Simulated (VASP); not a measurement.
Given:

```
CELL_PARAMETERS angstrom
      4.11141     0.00000     0.00000
      0.00000     4.11141     0.00000
      0.00000     0.00000     4.11141
ATOMIC_POSITIONS crystal
  K  0.00000 0.00000 0.00000
  Mg 0.50000 0.50000 0.50000
  F  0.50000 0.00000 0.50000
  F  0.00000 0.50000 0.50000
  F  0.50000 0.50000 0.00000
```

Calculation: PBE GGA with D3 dispersion (zero damping), VASP's PBE PAW potentials (set 64) (plane waves; VASP). Run with 520 eV cut-off, 6×6×6 Γ-centred mesh, Gaussian smearing of 0.050 eV, potentials K_sv Mg F.

Question: Give the stress tensor in GPa (positive for a compressed cell).

Answer: 
```
-3.41   0.00   0.00
 0.00  -3.41   0.00
 0.00   0.00  -3.41
```
The pressure is its mean diagonal, -3.41 GPa.

The compound is KMgF3 in the cubic perovskite structure. This cell is one point of a volume scan, at 1.06 of the reference volume.
